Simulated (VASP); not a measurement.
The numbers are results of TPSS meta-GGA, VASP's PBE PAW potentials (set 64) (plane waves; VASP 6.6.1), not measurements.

VASP input:

File KPOINTS:
```
Automatic mesh
0
G
12 12 7
```

**POSCAR**
```
Tb
1
    1.8030083149    -3.1229015521     0.0000000000
    1.8030083149     3.1229015521     0.0000000000
    0.0000000000     0.0000000000     5.6056802969
Tb
2
Direct
  0.3333330000   0.6666670000   0.2500000000
  0.6666670000   0.3333330000   0.7500000000
```

**INCAR**
```
LWAVE=.False.
ALGO=Normal   # blocked Davidson
LREAL=.False.
NSW=30   # most ionic steps
PREC=Accurate
ENCUT=520
EDIFFG=-0.01   # ionic stop
LMIXTAU=.True.
NELM=100   # most electronic steps
ISIF=4
METAGGA=TPSS
SIGMA=0.1   # width (eV)
EDIFF=1E-7   # SCF stop (eV)
IBRION=2   # conjugate gradients
LCHARG=.False.
SYSTEM=Tb
ISMEAR=1   # Methfessel-Paxton
LASPH=.True.
LMAXMIX=6   # l cut-off of mixed one-centre charges
```

POTCAR, in this order: Tb_3 (PBE.64 set). Program: vasp_std.

The run wrote:

**OUTCAR**
```
 ion  position               nearest neighbor table
   1  0.333  0.667  0.250-   2 3.49   2 3.49   2 3.49   2 3.49   2 3.49   2 3.49
   2  0.667  0.333  0.750-   1 3.49   1 3.49   1 3.49   1 3.49   1 3.49   1 3.49
  LATTYP: Found a hexagonal cell.
 ALAT       =     3.6060162351
 C/A-ratio  =     1.5545355127
 Subroutine PRICEL returns:
 Original cell was already a primitive cell.
 Subroutine GETGRP returns: Found 24 space group operations
The static configuration has the point symmetry D_3d.
 The point group associated with its full space group is D_6h.
The dynamic configuration has the point symmetry D_3d.
 Subroutine INISYM returns: Found 24 space group operations
 Subroutine IBZKPT returns following result:
 Found     76 irreducible k-points:

 Following reciprocal coordinates:
            Coordinates               Weight
  0.000000  0.000000  0.000000      1.000000
  0.083333  0.000000  0.000000      6.000000
  0.166667  0.000000  0.000000      6.000000
  0.250000 -0.000000  0.000000      6.000000
  0.333333  0.000000  0.000000      6.000000
  0.416667 -0.000000  0.000000      6.000000
  0.500000 -0.000000  0.000000      3.000000
...
```

OSZICAR:
```
       N       E                     dE             d eps       ncg     rms          rms(c)
DAV:   1     0.498309952841E+02    0.49831E+02   -0.10371E+04  1976   0.148E+03
DAV:   2    -0.987688893435E+01   -0.59708E+02   -0.58535E+02  2101   0.317E+02
DAV:   3    -0.127038718239E+02   -0.28270E+01   -0.26921E+01  2763   0.394E+01
DAV:   4    -0.127878769929E+02   -0.84005E-01   -0.81525E-01  2545   0.665E+00
DAV:   5    -0.127905288780E+02   -0.26519E-02   -0.26442E-02  2981   0.981E-01    0.275E+01
DAV:   6    -0.176513524259E+02   -0.48608E+01   -0.35337E+01  1976   0.701E+02    0.147E+01
DAV:   7    -0.167194941052E+02    0.93186E+00   -0.85319E-01  3376   0.450E+01    0.876E-01
DAV:   8    -0.172407166632E+02   -0.52122E+00   -0.61415E-01  1976   0.108E+01    0.341E-01
DAV:   9    -0.173161384666E+02   -0.75422E-01   -0.14772E-02  2596   0.124E+00    0.224E-01
DAV:  10    -0.172841944971E+02    0.31944E-01   -0.53841E-03  2071   0.799E-01    0.294E-01
DAV:  11    -0.173083359516E+02   -0.24141E-01   -0.54975E-03  2036   0.629E-01    0.278E-01
DAV:  12    -0.173159709689E+02   -0.76350E-02   -0.13588E-03  2056   0.387E-01    0.227E-02
DAV:  13    -0.173158569571E+02    0.11401E-03   -0.73197E-05  2471   0.937E-02    0.224E-02
DAV:  14    -0.173159194755E+02   -0.62518E-04   -0.75515E-05  2106   0.945E-02    0.344E-02
DAV:  15    -0.173160343454E+02   -0.11487E-03   -0.31181E-05  2126   0.597E-02    0.489E-03
DAV:  16    -0.173160462759E+02   -0.11930E-04   -0.17814E-06  2321   0.148E-02    0.716E-04
DAV:  17    -0.173160463814E+02   -0.10559E-06   -0.42984E-07  2286   0.563E-03    0.894E-04
DAV:  18    -0.173160466662E+02   -0.28478E-06   -0.75892E-08  1298   0.313E-03    0.706E-04
DAV:  19    -0.173160466858E+02   -0.19537E-07   -0.13675E-08  1178   0.138E-03
   1 F= -.17316047E+02 E0= -.17315987E+02  d E =-.173160E+02
       N       E                     dE             d eps       ncg     rms          rms(c)
DAV:   1    -0.173181618282E+02   -0.21152E-02   -0.82369E-02  1996   0.213E+00    0.180E-01
DAV:   2    -0.173170540979E+02    0.11077E-02   -0.14263E-03  2311   0.326E-01    0.110E-01
DAV:   3    -0.173167398000E+02    0.31430E-03   -0.60470E-04  2336   0.202E-01    0.654E-02
DAV:   4    -0.173166847361E+02    0.55064E-04   -0.11627E-04  2279   0.959E-02    0.182E-02
DAV:   5    -0.173167252220E+02   -0.40486E-04   -0.67340E-05  2006   0.948E-02    0.134E-02
DAV:   6    -0.173167365086E+02   -0.11287E-04   -0.68469E-06  2026   0.247E-02    0.116E-03
DAV:   7    -0.173167360575E+02    0.45111E-06   -0.10041E-06  2406   0.749E-03    0.161E-03
DAV:   8    -0.173167368299E+02   -0.77240E-06   -0.21537E-07  2012   0.362E-03    0.482E-04
DAV:   9    -0.173167368275E+02    0.24118E-08   -0.11835E-08  1038   0.110E-03
   2 F= -.17316737E+02 E0= -.17316592E+02  d E =-.690142E-03
       N       E                     dE             d eps       ncg     rms          rms(c)
DAV:   1    -0.173177832261E+02   -0.10464E-02   -0.50903E-02  1986   0.167E+00    0.142E-01
DAV:   2    -0.173170897168E+02    0.69351E-03   -0.88647E-04  2306   0.257E-01    0.877E-02
DAV:   3    -0.173168950282E+02    0.19469E-03   -0.37257E-04  2341   0.158E-01    0.535E-02
DAV:   4    -0.173168600846E+02    0.34944E-04   -0.72030E-05  2287   0.754E-02    0.143E-02
DAV:   5    -0.173168853438E+02   -0.25259E-04   -0.42637E-05  1996   0.755E-02    0.107E-02
DAV:   6    -0.173168926480E+02   -0.73042E-05   -0.40798E-06  2031   0.191E-02    0.940E-04
DAV:   7    -0.173168922224E+02    0.42563E-06   -0.55572E-07  2441   0.547E-03    0.131E-03
DAV:   8    -0.173168927565E+02   -0.53413E-06   -0.13390E-07  1617   0.289E-03    0.368E-04
DAV:   9    -0.173168927555E+02    0.97134E-09   -0.10466E-08  1013   0.111E-03
   3 F= -.17316893E+02 E0= -.17316649E+02  d E =-.846070E-03
```

File OUTCAR:
```
------------------------ aborting loop because EDIFF is reached ----------------------------------------
  FORCE on cell =-STRESS in cart. coord.  units (eV):
  Direction    XX          YY          ZZ          XY          YZ          ZX
  --------------------------------------------------------------------------------------
  Total       -0.0329214     -0.0329214     -0.0360032      0.0000000     -0.0000000     -0.0000000
  in kB       -0.8355532     -0.8355529     -0.9137718      0.0000000     -0.0000000     -0.0000000
  external PRESSURE =      -0.8616260 kB  Pullay stress =       0.0000000 kB
  volume of cell :       63.13
      direct lattice vectors                 reciprocal lattice vectors
     1.796668096 -3.111919976  0.000000000     0.278292914 -0.160672512  0.000000000
     1.796668096  3.111919976 -0.000000000     0.278292914  0.160672512 -0.000000000
     0.000000000  0.000000000  5.645313600     0.000000000  0.000000000  0.177138078
 POSITION                                       TOTAL-FORCE (eV/Angst)
 -----------------------------------------------------------------------------------
      1.79667      1.03731      1.41133         0.000000      0.000000      0.000000
      1.79667     -1.03731      4.23399        -0.000000     -0.000000      0.000000
 -----------------------------------------------------------------------------------
    total drift:                               -0.000004      0.000108     -0.000011
  FREE ENERGIE OF THE ION-ELECTRON SYSTEM (eV)
  ---------------------------------------------------
  free  energy   TOTEN  =       -17.3168927555 eV

  energy  without entropy=      -17.3161603689  energy(sigma->0) =      -17.31664863

 reached required accuracy - stopping structural energy minimisation
```
(Selected blocks of OUTCAR.)

File CONTCAR:
```
Tb
   1.00000000000000
     1.7966680956817065   -3.1119199761862220    0.0000000000000000
     1.7966680956817065    3.1119199761862220   -0.0000000000000000
     0.0000000000000000    0.0000000000000000    5.6453135996203754
  Tb
     2
Direct
     0.3333330000000032    0.6666669999999968    0.2500000000000000
     0.6666669999999968    0.3333330000000032    0.7500000000000000
```

OUTCAR:
```
 val. band max:        3.2663706648   @ k =   0.2500   0.2500   0.4286

 cond. band min:       3.2747453612   @ k =   0.2500   0.1667   0.4286


 Fermi energy:         3.2707659067

 k-point     1 :       0.0000    0.0000    0.0000
  band No.  band energies     occupation
      1     -19.8562      2.00000
      2     -19.2039      2.00000
      3     -19.2039      2.00000
      4     -19.0822      2.00000
      5     -19.0822      2.00000
      6     -19.0390      2.00000
      7      -1.6484      2.00000
      8       1.1337      2.00000
      9       4.6920     -0.00000
     10       5.0736     -0.00000
     11       5.0736     -0.00000
     12       5.4087      0.00000
     13       5.7927      0.00000

 k-point     2 :       0.0833    0.0000    0.0000
  band No.  band energies     occupation
      1     -19.8395      2.00000
      2     -19.2389      2.00000
      3     -19.2158      2.00000
      4     -19.1193      2.00000
      5     -19.0866      2.00000
      6     -19.0469      2.00000
      7      -1.4787      2.00000
      8       1.2970      2.00000
      9       4.4622     -0.00000
     10       4.6571     -0.00000
     11       5.2369     -0.00000
     12       5.5850      0.00000
     13       5.7299      0.00000

 k-point     3 :       0.1667    0.0000    0.0000
  band No.  band energies     occupation
      1     -19.7915      2.00000
      2     -19.3346      2.00000
      3     -19.2471      2.00000
      4     -19.2179      2.00000
      5     -19.0997      2.00000
      6     -19.0708      2.00000
      7      -0.9970      2.00000
      8       1.7267      2.00000
      9       3.9014     -0.00000
     10       4.0553     -0.00000
     11       5.1562     -0.00000
     12       5.6986      0.00000
     13       5.7187      0.00000

 k-point     4 :       0.2500   -0.0000    0.0000
  band No.  band energies     occupation
      1     -19.7189      2.00000
      2     -19.4654      2.00000
      3     -19.3462      2.00000
...
```

The 4f electrons are frozen in the core of the lanthanide potential, so 4f levels, which can set the real gap, and their magnetism are missing.

The compound is Tb in the hcp structure. This run relaxes it. Symmetry was kept, so distortions that lower it aren't found.
